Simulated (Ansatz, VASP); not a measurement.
## GaB12 in VASP and in Ansatz

```
Ga B
1.0
     0.00000    3.74049    3.74049
     3.74049    0.00000    3.74049
     3.74049    3.74049    0.00000
Ga B
1 12
Direct
  0.00000 0.00000 0.00000
  0.83757 0.50000 0.50000
  0.83757 0.50000 0.16243
  0.50000 0.83757 0.16243
  0.50000 0.83757 0.50000
  0.16243 0.50000 0.50000
  0.50000 0.16243 0.50000
  0.50000 0.16243 0.83757
  0.16243 0.50000 0.83757
  0.16243 0.83757 0.50000
  0.50000 0.50000 0.83757
  0.50000 0.50000 0.16243
  0.83757 0.16243 0.50000
```

Change from the starting cell: species swapped into the ScB12 type (Fm-3m, No. 225).

Alike in both runs: functional PBE; k mesh 4 × 4 × 4; occupations gaussian, width 0.1 eV; no spin polarisation.

Ansatz relaxed the structure, and its values are those at the end. VASP's run is a single point on that final structure, the one shown.

```csv
,VASP,Ansatz
version,VASP 6.6.1,Ansatz 0.2.0
potentials or method,"VASP PAW PBE potentials, release 64 (Ga_d, B)","scalar-relativistic, plane waves, PAW"
plane-wave cutoff (eV),520,420
valence electrons in the cell,49,49
```

VASP gave:

- gap on the k mesh at the Fermi level (eV): none
- pressure (GPa): 0.2
- rms of the force components (eV/Å): 0.010

Q: Estimate Ansatz's values.

A: gap on the k mesh at the Fermi level (eV): none; pressure (GPa): 0.2; rms of the force components (eV/Å): 0.008.

A gap of «none» marks a metal or a gap that the smearing closes.

Caveats: the k mesh is coarse (spacing up to 0.36 Å⁻¹), so the values aren't converged.
